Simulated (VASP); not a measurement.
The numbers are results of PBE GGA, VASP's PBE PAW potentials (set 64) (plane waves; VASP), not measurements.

VASP input:

**INCAR**
```
ALGO = Normal
EDIFF = 1E-6
EDIFFG = -0.02
ENCUT = 520
GGA = PE
IBRION = 2
ISIF = 3
ISMEAR = 0
LASPH = .True.
LCHARG = .False.
LREAL = .False.
LWAVE = .False.
NELM = 100
NSW = 60
PREC = Accurate
SIGMA = 0.05
SYSTEM = SiO2
```

POSCAR:
```
SiO2
1
    4.2283174486    -0.0000000000     0.0000000000
    0.0000000000     4.2283174486     0.0000000000
    0.0000000000     0.0000000000     2.6980831327
Si O
2 4
Direct
  0.0000000000   0.0000000000   0.0000000000
  0.5000000000   0.5000000000   0.5000000000
  0.3067423713   0.3067423713   1.0000000000
  0.8067423713   0.1932576287   0.5000000000
  0.1932576287   0.8067423713   0.5000000000
  0.6932576287   0.6932576287   0.0000000000
```

**KPOINTS**
```
K-points
0
gamma
  5 5 7
0 0 0
```

POTCAR, in this order: Si O (PBE.64 set). Program: vasp_std.

**Question.** What will the output report for the number of irreducible k-points (NKPTS), largest plane-wave count, number of space-group operations, FFT grid (NGX, NGY, NGZ)?

**Answer.** 
- number of irreducible k-points (NKPTS): 24
- largest plane-wave count: 1314
- number of space-group operations: 16
- FFT grid (NGX, NGY, NGZ): 32 × 32 × 20

The compound is SiO2 in the rutile structure, stishovite, a high-pressure form. This run relaxes it. Symmetry was kept, so distortions that lower it aren't found. The start is the result of an earlier pass.
